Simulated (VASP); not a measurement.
Method: LDA (Ceperley-Alder, Perdew-Zunger), VASP's LDA PAW potentials (set 64) (plane waves; VASP).

A VASP calculation is set up with these files.

**KPOINTS**
```
Automatic mesh
0
Gamma
12 12 1
0 0 0
```

POSCAR:
```
MoS2 bilayer
1
    3.1231394201     0.0000000000     0.0000000000
   -1.5615697101     2.7047178111     0.0000000000
    0.0000000000     0.0000000000    24.8433485323
Mo S
2 4
Direct
  0.6666670000   0.3333330000   0.3785710000
  0.3333330000   0.6666670000   0.6214290000
  0.3333330000   0.6666670000   0.4412280000
  0.3333330000   0.6666670000   0.3159130000
  0.6666670000   0.3333330000   0.6840870000
  0.6666670000   0.3333330000   0.5587720000
```

### INCAR
```
SYSTEM = MoS2 bilayer
PREC = Normal
ENCUT = 400
EDIFF = 1E-5
NELM = 100
ALGO = Normal
LREAL = .FALSE.
LASPH = .TRUE.
ISMEAR = 0
SIGMA = 0.05
LMAXMIX = 4
LWAVE = .TRUE.
LCHARG = .FALSE.
NELMIN = 4
IBRION = 2
ISIF = 4
NSW = 50
EDIFFG = -0.03
```

POTCAR, in this order: Mo_sv S (LDA.64 set). Program: vasp_std.

Problem. Estimate the energy per atom (σ→0).

Solution. 
- energy per atom (σ→0) = -8141 meV/atom

**OSZICAR**
```
...
DAV:   6    -0.488433783132E+02   -0.31080E-05   -0.96306E-06   904   0.222E-02
   2 F= -.48843378E+02 E0= -.48843378E+02  d E =-.159706E-03
       N       E                     dE             d eps       ncg     rms          rms(c)
DAV:   1    -0.488436595724E+02   -0.28437E-03   -0.27264E-02  1213   0.135E+00    0.116E-01
DAV:   2    -0.488436344886E+02    0.25084E-04   -0.16824E-03  1441   0.245E-01    0.571E-02
DAV:   3    -0.488436077865E+02    0.26702E-04   -0.22853E-04  1553   0.930E-02    0.489E-02
DAV:   4    -0.488436018247E+02    0.59618E-05   -0.20387E-05  1029   0.268E-02
   3 F= -.48843602E+02 E0= -.48843602E+02  d E =-.383217E-03
```

The cell is a sheet with vacuum, built from MoS2 (2H layered).
